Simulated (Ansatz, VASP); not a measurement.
**Bi2Mo: VASP beside Ansatz**

Contents of INCAR:

```
PREC     = Accurate       # precision mode
ENCUT    = 520            # plane-wave cutoff, eV
EDIFF    = 1E-7           # SCF threshold, eV
ISMEAR   = 0              # smearing method
SIGMA    = 0.1            # smearing width, eV
LREAL    = F              # projectors in reciprocal space
LASPH    = T              # aspherical terms in the spheres
NELM     = 80             # most SCF steps
ALGO     = Fast           # electronic algorithm
ISIF     = 2              # what is computed and relaxed
LWAVE    = F              # write WAVECAR
LCHARG   = F              # write CHGCAR
GGA      = PE             # functional
NBANDS   = 29             # bands
```

File KPOINTS:

```
Automatic mesh
0
Gamma
  4 4 4
```

Contents of POSCAR:

```
Bi2Mo
1.0
    0.0000000000      3.3565895300      3.3565895300
    3.3565895300      0.0000000000      3.3565895300
    3.3565895300      3.3565895300      0.0000000000
Bi Mo
2 1
Direct
    0.7500000000      0.7500000000      0.7500000000
    0.2500000000      0.2500000000      0.2500000000
    0.0000000000      0.0000000000      0.0000000000
```

Input for Ansatz:

```yaml
crystal:
  lattice:
    - [0.0, 3.35658953, 3.35658953]
    - [3.35658953, 0.0, 3.35658953]
    - [3.35658953, 3.35658953, 0.0]
  atoms:
    - { symbol: Bi, position: [0.75, 0.75, 0.75] }
    - { symbol: Bi, position: [0.25, 0.25, 0.25] }
    - { symbol: Mo, position: [0.0, 0.0, 0.0] }
basis:
  ecutwfc: 420
kpoints:
  mp_grid: { grid: [4, 4, 4] }
hamiltonian:
  xc: pbe
scf:
  occupations: { method: gaussian, width: 0.1 }
  lower_state_search: "off"
output:
  forces: true
  stress: true
  eigenvalues: true
```

Change from the starting cell: species swapped into the Sn2Pt type (Fm-3m, No. 225).

Alike in both runs: task single point; functional PBE; k mesh 4 × 4 × 4; occupations gaussian, width 0.1 eV; no spin polarisation.

|  | VASP | Ansatz |
| --- | --- | --- |
| version | VASP 6.6.1 | Ansatz 0.2.0 |
| potentials or method | VASP PAW PBE potentials, release 64 (Bi_d, Mo_sv) | scalar-relativistic, plane waves, PAW |
| plane-wave cutoff (eV) | 520 | 420 |
| valence electrons in the cell | 44 | 44 |

```csv
,VASP,Ansatz,Ansatz less VASP
gap on the k mesh at the Fermi level (eV),none,none,-
pressure (GPa),5.1,5.1,-0.06
```

A gap of «none» marks a metal or a gap that the smearing closes.

Caveats: the k mesh is coarse (spacing up to 0.41 Å⁻¹), so the values aren't converged; spin-orbit coupling is left out, which moves the levels of the heavy elements.
